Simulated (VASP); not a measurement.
An input for Ansatz (written as the equivalent of a VASP run, and not itself run):

Ansatz 0.2 input:
```yaml
crystal:
  lattice:
    - [4.0009372, 0.0000000, 0.0000000]
    - [0.0000000, 4.0009372, 0.0000000]
    - [0.0000000, 0.0000000, 4.3798305]
  atoms:
    - { symbol: Ba, position: [1.0000000, 0.0000000, 0.0200919] }
    - { symbol: Ti, position: [0.5000000, 0.5000000, 0.5372031] }
    - { symbol: O, position: [0.5000000, 0.5000000, 0.9482297] }
    - { symbol: O, position: [0.0000000, 0.5000000, 0.4792377] }
    - { symbol: O, position: [0.5000000, 0.0000000, 0.4792377] }
kpoints:
  mp_grid: { grid: [6, 6, 6] }
hamiltonian:
  xc: revpbe
  pseudopotentials: { kind: paw }
scf:
  occupations: { method: tetrahedron }
  max_iter: 100
output: { forces: true, stress: true, eigenvalues: true }
```

**Question.** Translate this input to VASP (INCAR, KPOINTS, POSCAR, choice of POTCAR).

**Answer.** This is not unique; one that fits is 
File POSCAR:
```
BaTiO3
1
    4.0009371779     0.0000000000     0.0000000000
    0.0000000000     4.0009371779     0.0000000000
    0.0000000000    -0.0000000000     4.3798304939
Ba Ti O
1 1 3
Direct
  1.0000000000   0.0000000000   0.0200918820
  0.5000000000   0.5000000000   0.5372030589
  0.5000000000   0.5000000000   0.9482296846
  0.0000000000   0.5000000000   0.4792376873
  0.5000000000   0.0000000000   0.4792376873
```

INCAR:
```
LMAXMIX=4
NELM=100   ! most electronic steps
LWAVE=.False.
ENCUT=520   ! plane-wave cut-off (eV)
NEDOS=601
EDIFF=1E-7   ! SCF stop (eV)
LREAL=.False.   ! projection in real space or not
LASPH=.True.   ! aspherical one-centre terms
SYSTEM=BaTiO3
ISMEAR=-5   ! tetrahedra, Bloechl
ALGO=Normal
LCHARG=.True.
ISIF=2   ! forces and stress, cell fixed
LORBIT=11   ! lm-projected
GGA=RE   ! revPBE
LEFG=.True.
PREC=Accurate
```

KPOINTS:
```
Regular mesh
0
Gamma
  6 6 6
```

POTCAR, in this order: Ba_sv Ti_sv O (PBE.64 set). Program: vasp_std.

Limits of the translation: each code has its own PAW files, so the cut-off isn't converted (ENCUT is set for VASP's; basis.ecutwfc is left out, and Ansatz then takes the one that its files recommend); Ansatz stops its SCF on the density residual and VASP on the energy change (EDIFF); the field gradients of LEFG aren't asked of the other code.

The compound is BaTiO3 in the tetragonal perovskite structure. It was relaxed first, which changed the volume by +9 %.
